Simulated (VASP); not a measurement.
Method: PBEsol GGA, VASP's PBE PAW potentials (set 64) (plane waves; VASP).

VASP ran on this input.

**KPOINTS**
```
Regular mesh
0
G
8 8 8
```

POSCAR:
```
ErBRh3
1
    4.1304592745     0.0103261482     0.0000000000
    0.0103261482     4.1304592745     0.0000000000
    0.0000000000     0.0000000000     4.1304592745
Er B Rh
1 1 3
Direct
  0.0000000000   0.0000000000   0.0000000000
  0.5000000000   0.5000000000   0.5000000000
  0.0000000000   0.5000000000   0.5000000000
  0.5000000000   0.0000000000   0.5000000000
  0.5000000000   0.5000000000   0.0000000000
```

INCAR:
```
PREC  =  Accurate
ISIF  =  2   # forces and stress, cell fixed
ENCUT  =  600   # plane-wave cut-off (eV)
SIGMA  =  0.1
LREAL  =  F
ALGO  =  Normal   # blocked Davidson
LASPH  =  T   # aspherical one-centre terms
LWAVE  =  F
GGA  =  PS   # PBEsol
ISMEAR  =  1
NSW  =  30
EDIFFG  =  -0.01
SYSTEM  =  ErBRh3
LMAXMIX  =  6   # l cut-off of mixed one-centre charges
LCHARG  =  F
EDIFF  =  1E-7   # SCF stop (eV)
NELM  =  100   # most electronic steps
IBRION  =  2   # conjugate gradients
```

POTCAR, in this order: Er_3 B Rh_pv (PBE.64 set). Program: vasp_std.

Output of the run:

File OUTCAR:
```
 ion  position               nearest neighbor table
   1  0.000  0.000  0.000-   5 2.91   5 2.91   3 2.92   4 2.92   3 2.92   3 2.92   3 2.92   4 2.92
                             4 2.92   4 2.92   5 2.93   5 2.93
   2  0.500  0.500  0.500-   5 2.07   5 2.07   3 2.07   4 2.07   4 2.07   3 2.07
   3  0.000  0.500  0.500-   2 2.07   2 2.07   4 2.91   4 2.91   5 2.92   1 2.92   1 2.92   1 2.92
                             5 2.92   1 2.92   5 2.92   5 2.92   4 2.93   4 2.93
   4  0.500  0.000  0.500-   2 2.07   2 2.07   3 2.91   3 2.91   5 2.92   1 2.92   5 2.92   5 2.92
                             5 2.92   1 2.92   1 2.92   1 2.92   3 2.93   3 2.93
   5  0.500  0.500  0.000-   2 2.07   2 2.07   1 2.91   1 2.91   3 2.92   4 2.92   4 2.92   4 2.92
                             4 2.92   3 2.92   3 2.92   3 2.92   1 2.93   1 2.93
  LATTYP: Found a base centered orthorhombic cell.
 ALAT       =     5.8267481460
 B/A-ratio  =     1.0050125313
 C/A-ratio  =     0.7088789786
 Subroutine PRICEL returns:
 Original cell was already a primitive cell.
 Subroutine GETGRP returns: Found  8 space group operations
The static configuration has the point symmetry D_2h.
The dynamic configuration has the point symmetry D_2h.
 Subroutine INISYM returns: Found  8 space group operations
 Subroutine IBZKPT returns following result:
 Found    105 irreducible k-points:

 Following reciprocal coordinates:
            Coordinates               Weight
  0.000000  0.000000  0.000000      1.000000
  0.125000  0.000000  0.000000      4.000000
  0.250000  0.000000  0.000000      4.000000
  0.375000  0.000000  0.000000      4.000000
  0.500000  0.000000  0.000000      2.000000
  0.125000  0.125000  0.000000      2.000000
  0.250000  0.125000  0.000000      4.000000
  0.375000  0.125000  0.000000      4.000000
  0.500000  0.125000  0.000000      4.000000
 -0.375000  0.125000  0.000000      4.000000
 -0.250000  0.125000  0.000000      4.000000
 -0.125000  0.125000  0.000000      2.000000
  0.250000  0.250000  0.000000      2.000000
  0.375000  0.250000  0.000000      4.000000
  0.500000  0.250000  0.000000      4.000000
 -0.375000  0.250000  0.000000      4.000000
 -0.250000  0.250000  0.000000      2.000000
  0.375000  0.375000  0.000000      2.000000
  0.500000  0.375000  0.000000      4.000000
 -0.375000  0.375000  0.000000      2.000000
  0.500000  0.500000  0.000000      1.000000
  0.000000  0.000000  0.125000      2.000000
  0.125000  0.000000  0.125000      8.000000
  0.250000  0.000000  0.125000      8.000000
  0.375000  0.000000  0.125000      8.000000
  0.500000  0.000000  0.125000      4.000000
  0.125000  0.125000  0.125000      4.000000
  0.250000  0.125000  0.125000      8.000000
  0.375000  0.125000  0.125000      8.000000
  0.500000  0.125000  0.125000      8.000000
 -0.375000  0.125000  0.125000      8.000000
 -0.250000  0.125000  0.125000      8.000000
 -0.125000  0.125000  0.125000      4.000000
  0.250000  0.250000  0.125000      4.000000
  0.375000  0.250000  0.125000      8.000000
  0.500000  0.250000  0.125000      8.000000
 -0.375000  0.250000  0.125000      8.000000
 -0.250000  0.250000  0.125000      4.000000
  0.375000  0.375000  0.125000      4.000000
  0.500000  0.375000  0.125000      8.000000
   k-points           NKPTS =    105   k-points in BZ     NKDIM =    105   number of bands    NBANDS=     34
   number of dos      NEDOS =    301   number of ions     NIONS =      5
   total plane-waves  NPLWV =  46656
   dimension x,y,z NGX =    36 NGY =   36 NGZ =   36
   dimension x,y,z NGXF=    72 NGYF=   72 NGZF=   72
   ions per type =               1   1   3
   PREC   = accura    normal or accurate (medium, high low for compatibility)
   ISTART =      0    job   : 0-new  1-cont  2-samecut
   ICHARG =      2    charge: 1-file 2-atom 10-const
   ISPIN  =      1    spin polarized calculation?
...
```

### OSZICAR
```
       N       E                     dE             d eps       ncg     rms          rms(c)
DAV:   1     0.601979818578E+03    0.60198E+03   -0.35776E+04 10956   0.213E+03
DAV:   2    -0.137457903289E+02   -0.61573E+03   -0.60619E+03 10892   0.712E+02
DAV:   3    -0.429797345581E+02   -0.29234E+02   -0.27982E+02 11808   0.154E+02
DAV:   4    -0.437628437550E+02   -0.78311E+00   -0.76843E+00 11432   0.214E+01
DAV:   5    -0.437778625674E+02   -0.15019E-01   -0.14825E-01 10572   0.199E+00    0.423E+01
DAV:   6    -0.409955755678E+02    0.27823E+01   -0.27640E+01  9752   0.338E+01    0.123E+01
DAV:   7    -0.405730794279E+02    0.42250E+00   -0.59528E+00 11200   0.174E+01    0.127E+01
DAV:   8    -0.404717961020E+02    0.10128E+00   -0.36334E-01 10056   0.413E+00    0.310E+00
DAV:   9    -0.404720652307E+02   -0.26913E-03   -0.26306E-02 11056   0.935E-01    0.448E-01
DAV:  10    -0.404715508241E+02    0.51441E-03   -0.53172E-03 10134   0.724E-01    0.189E-01
DAV:  11    -0.404712741194E+02    0.27670E-03   -0.13408E-03  9472   0.440E-01    0.124E-01
DAV:  12    -0.404712576732E+02    0.16446E-04   -0.18725E-04 10992   0.983E-02    0.152E-02
DAV:  13    -0.404712560023E+02    0.16710E-05   -0.11347E-05 12384   0.356E-02    0.688E-03
DAV:  14    -0.404712554692E+02    0.53305E-06   -0.16718E-06  9840   0.157E-02    0.165E-03
DAV:  15    -0.404712554874E+02   -0.18119E-07   -0.12210E-07  4898   0.353E-03
   1 F= -.40471255E+02 E0= -.40470494E+02  d E =-.404713E+02
```

File OUTCAR:
```
------------------------ aborting loop because EDIFF is reached ----------------------------------------
  FORCE on cell =-STRESS in cart. coord.  units (eV):
  Direction    XX          YY          ZZ          XY          YZ          ZX
  --------------------------------------------------------------------------------------
  Total       -0.0193756     -0.0193756     -0.0228578     -0.1738787      0.0000000      0.0000000
  in kB       -0.4405276     -0.4405276     -0.5196996     -3.9533434      0.0000000      0.0000000
  external PRESSURE =      -0.4669183 kB  Pullay stress =       0.0000000 kB
  volume of cell :       70.47
      direct lattice vectors                 reciprocal lattice vectors
     4.130459274  0.010326148  0.000000000     0.242105341 -0.000605263  0.000000000
     0.010326148  4.130459274  0.000000000    -0.000605263  0.242105341  0.000000000
     0.000000000  0.000000000  4.130459274     0.000000000  0.000000000  0.242103828
 POSITION                                       TOTAL-FORCE (eV/Angst)
 -----------------------------------------------------------------------------------
      0.00000      0.00000      0.00000        -0.000000      0.000000      0.000000
      2.07039      2.07039      2.06523        -0.000000      0.000000      0.000000
      0.00516      2.06523      2.06523        -0.000000      0.000000      0.000000
      2.06523      0.00516      2.06523        -0.000000      0.000000      0.000000
      2.07039      2.07039      0.00000         0.000000      0.000000      0.000000
 -----------------------------------------------------------------------------------
    total drift:                                0.000000      0.000000      0.000000
  FREE ENERGIE OF THE ION-ELECTRON SYSTEM (eV)
  ---------------------------------------------------
  free  energy   TOTEN  =       -40.4712554874 eV

  energy  without entropy=      -40.4689723036  energy(sigma->0) =      -40.47049443

 reached required accuracy - stopping structural energy minimisation
```
(Selected blocks of OUTCAR.)

The 4f electrons are frozen in the core of the lanthanide potential, so 4f levels, which can set the real gap, and their magnetism are missing.

The structure comes from a computed database's ErBRh3 entry (Pm-3m); how it stands against other phases isn't given here. This cell was strained or had an atom moved on purpose. The electron count is odd and the run is not spin-polarised, which forces a metal.
